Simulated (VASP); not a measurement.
Input:

```
CELL_PARAMETERS angstrom
      3.99860     0.00000     0.00000
      0.00000     3.99860     0.00000
      0.00000     0.00000     3.99860
ATOMIC_POSITIONS crystal
  Ba 0.00000 0.00000 0.00000
  Ti 0.50000 0.50000 0.50000
  O  0.50000 0.00000 0.50000
  O  0.00000 0.50000 0.50000
  O  0.50000 0.50000 0.00000
```

All values below come from r2SCAN+rVV10, VASP's PBE PAW potentials (set 64) (plane waves; VASP 6.6.1). Numerical set-up: 520 eV cut-off, 6×6×6 Γ-centred mesh, tetrahedra with Blöchl corrections, potentials Ba_sv Ti_sv O.

Unless said otherwise, spin-orbit coupling is left out, though it shifts the bands of the heavy elements here.

Problem. Predict the energy per atom (σ→0), band gap (over mesh and band path) with the smallest direct gap where there is one.

Solution. 
```json
{
  "band gap (over mesh and band path)": "2.13 eV",
  "smallest direct gap (over mesh and band path)": "2.29 eV",
  "energy per atom (σ→0)": "-14.666 eV/atom"
}
```

Total energies compare only between runs with the same potentials, cut-off and functional.

The compound is BaTiO3 in the cubic perovskite structure, the ideal cubic form; the compound distorts at low or room temperature. It was relaxed first.
